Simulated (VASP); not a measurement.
Here is the system:

```xyz
3
Lattice="1.8968 -3.2854 0.0000 1.8968 3.2854 0.0000 0.0000 0.0000 6.1436" Properties=species:S:1:pos:R:3 pbc="T T T"
Cd     0.0000     0.0000     0.0000
I      1.8968     1.0951     1.7695
I      1.8968    -1.0951     4.3741
```

Calculation: PBE GGA, VASP's PBE PAW potentials (set 64) (plane waves; VASP 6.6.1). Settings: 480 eV cut-off, 6×6×4 Γ-centred mesh, Gaussian smearing of 0.050 eV, potentials Cd I.

Without a dispersion term in the relaxation, distances and binding between the weakly bound layers, chains or molecules are unreliable, and so is what depends on them. Unless said otherwise, spin-orbit coupling is left out, though it shifts the bands of the heavy elements here.

Predict the energy per atom (σ→0), pressure, band gap (on the k-mesh) with the smallest direct gap where there is one.

band gap (on the k-mesh): 1.18 eV
smallest direct gap (on the k-mesh): 2.69 eV
energy per atom (σ→0): -1324 meV/atom
pressure: 20.01 GPa

Total energies compare only between runs with the same potentials, cut-off and functional.

The compound is CdI2 in the 1T layered structure. It was relaxed first under an external pressure of 20 GPa.
